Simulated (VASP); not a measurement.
An input for Ansatz (written as the equivalent of a VASP run, and not itself run):

Ansatz 0.2 input:
```yaml
crystal:
  lattice:
    - [4.0596000, 0.0000000, 0.0000000]
    - [0.0000000, 4.0596000, 0.0000000]
    - [0.0000000, 0.0000000, 5.1204000]
  atoms:
    - { symbol: Pb, position: [0.5000000, 0.0000000, 0.7650000] }
    - { symbol: Pb, position: [0.0000000, 0.5000000, 0.2350000] }
    - { symbol: O, position: [0.5000000, 0.5000000, 0.0000000] }
    - { symbol: O, position: [0.0000000, 0.0000000, 0.0000000] }
kpoints:
  mp_grid: { grid: [4, 4, 4] }
hamiltonian:
  xc: pbe
  pseudopotentials: { kind: paw }
magnetization: { noncollinear: true, spin_orbit: true }
scf:
  occupations: { method: gaussian, width: 0.05 }
  max_iter: 100
output: { forces: true, stress: true, eigenvalues: true }
```

Q: Write the VASP files for the same calculation (PBE+SOC).

A: One answer among several that fit: 
**POSCAR**
```
PbO
5.12040
  0.7928286853   0.0000000000   0.0000000000
  0.0000000000   0.7928286853   0.0000000000
  0.0000000000   0.0000000000   1.0000000000
Pb O
2 2
Cart
  0.3964143426   0.0000000000   0.7650000000
  0.0000000000   0.3964143426   0.2350000000
  0.3964143426   0.3964143426   0.0000000000
  0.0000000000   0.0000000000   0.0000000000
```

### KPOINTS
```
Automatic mesh
0
Gamma
4 4 4
0 0 0
```

INCAR:
```
ENCUT = 520
PREC = Accurate
LWAVE = .FALSE.
ISIF = 2   # forces and stress, cell fixed
GGA = PE   # PBE
GGA_COMPAT = .FALSE.
ALGO = Normal
LASPH = .TRUE.   # aspherical one-centre terms
LREAL = .FALSE.   # projection in real space or not
NELM = 100   # most electronic steps
ISMEAR = 0   # Gaussian
LSORBIT = .TRUE.
LCHARG = .FALSE.
LMAXMIX = 4   # l cut-off of mixed one-centre charges
MAGMOM = 0 0 0 0 0 0 0 0 0 0 0 0
SIGMA = 0.05   # width (eV)
SYSTEM = PbO
EDIFF = 1E-6   # SCF stop (eV)
```

POTCAR, in this order: Pb_d O (PBE.64 set). Program: vasp_ncl.

What does not carry over: each code has its own PAW files, so the cut-off isn't converted (ENCUT is set for VASP's; basis.ecutwfc is left out, and Ansatz then takes the one that its files recommend); Ansatz stops its SCF on the density residual and VASP on the energy change (EDIFF).

The compound is PbO in the litharge structure. The cell was not relaxed at this level.
